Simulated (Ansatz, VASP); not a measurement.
## One calculation of Na3Nb, two programs

The input INCAR:

```
SYSTEM = Na3Nb
  PREC = Accurate
  ENCUT = 600
  EDIFF = 1E-6
  ISMEAR = 0
  SIGMA = 0.1
  LREAL = .FALSE.
  LASPH = .TRUE.
  NELM = 80
  ALGO = Normal
  ISIF = 3
  LWAVE = .FALSE.
  LCHARG = .FALSE.
  GGA = PE
  IBRION = 2
  NSW = 90
  EDIFFG = -0.04
```

The input KPOINTS:

```
regular mesh
0
G
  4 4 4
  0 0 0
```

File POSCAR:

```
Na3Nb
1.0
    4.2402376978      0.0000000000      0.0000000000
    0.0000000000      4.2402376978      0.0000000000
    0.0000000000      0.0000000000      4.2402376978
Na Nb
3 1
Direct
    0.0000000000      0.5000000000      0.5000000000
    0.5000000000      0.0000000000      0.5000000000
    0.5000000000      0.5000000000      0.0000000000
    0.0000000000      0.0000000000      0.0000000000
```

Input for Ansatz:

```yaml
crystal:
  lattice:
    - [4.2402376978, 0.0, 0.0]
    - [0.0, 4.2402376978, 0.0]
    - [0.0, 0.0, 4.2402376978]
  atoms:
    - { symbol: Na, position: [0.0, 0.5, 0.5] }
    - { symbol: Na, position: [0.5, 0.0, 0.5] }
    - { symbol: Na, position: [0.5, 0.5, 0.0] }
    - { symbol: Nb, position: [0.0, 0.0, 0.0] }
basis:
  ecutwfc: 420
kpoints:
  mp_grid: { grid: [4, 4, 4] }
hamiltonian:
  xc: pbe
scf:
  occupations: { method: gaussian, width: 0.1 }
  lower_state_search: "off"
output:
  forces: true
  stress: true
  eigenvalues: true
relax:
  adjacent_minimum: "off"
  f_tol: 0.04
  max_steps: 70
  cell: { stress_tol: 0.4 }
```

Alike in both runs: task relaxation of cell and atoms; functional PBE; k mesh 4 × 4 × 4; occupations gaussian, width 0.1 eV; no spin polarisation.

|  | VASP | Ansatz |
| --- | --- | --- |
| version | VASP 6.6.1 | Ansatz 0.2.0 |
| potentials or method | VASP PAW PBE potentials, release 64 (Na_pv, Nb_sv) | scalar-relativistic, plane waves, PAW |
| plane-wave cutoff (eV) | 600 | 420 |
| valence electrons in the cell | 34 | 40 |

Ansatz gave:

```
gap on the k mesh at the Fermi level, each at its own relaxed structure (eV) : none
relaxed volume (Å³/atom)                                                     : 26.39
relaxed cell length with the largest relative difference (Å)                 : 4.726
energy change over the relaxation (meV/atom)                                 : -244
```

Problem. What did VASP give for the same quantities?

Solution. gap on the k mesh at the Fermi level, each at its own relaxed structure (eV): none; relaxed volume (Å³/atom): 26.37; relaxed cell length with the largest relative difference (Å): 4.725; energy change over the relaxation (meV/atom): -244.

A gap of «none» marks a metal or a gap that the smearing closes. The two sets of potentials don't hold the same shells in valence.

Caveats: the k mesh is coarse (spacing up to 0.37 Å⁻¹), so the values aren't converged; the volume moved by over 15 % at a fixed basis, so the end points are rough (VASP).
